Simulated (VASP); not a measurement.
C: single point with PBE

The system is C.

```xyz
4
Lattice="2.4673 0.0000 0.0000 -1.2336 2.1367 0.0000 0.0000 0.0000 7.8031" Properties=species:S:1:pos:R:3 pbc="T T T"
C     0.0000    0.0000    1.9508
C     0.0000    0.0000    5.8523
C     0.0000    1.4245    1.9508
C     1.2336    0.7122    5.8523
```

- Program: VASP 6.6.1
- Task: single point
- Functional: PBE
- Potentials or basis: VASP PAW PBE potentials, release 64 (C)
- Cutoff: 520 eV
- k mesh: 19 × 19 × 6
- Occupations: fermi-dirac, width 0.05 eV
- Spin: no spin polarisation

* Pressure: 0.3 GPa
* Band gap on the k mesh: 0.75 eV, direct

Stress tensor (GPa, compression positive):
```
0.20 0.00 0.00
0.00 0.20 0.00
0.00 0.00 0.36
```

Levels at points of the mesh, in eV from the valence-band top:
```csv
k point,band 6,band 7,band 8,band 9,band 10,band 11
"(0.00, 0.00, 0.00)",-2.69,-2.68,-2.68,3.74,7.96,8.65
"(0.00, 0.00, 0.50)",-2.68,-2.68,-2.68,5.40,5.40,8.66
```

Wall time 120 s on 1 thread of Intel(R) Xeon(R) Platinum 8175M CPU @ 2.50GHz (Skylake/Cascade Lake) (shared host), peak memory 0.19 GiB.

Caveat: an odd mesh through Γ misses points on the zone boundary, where band edges often lie; this functional lacks dispersion, which binds the layers, so the pressure and a relaxed spacing across them are unreliable.
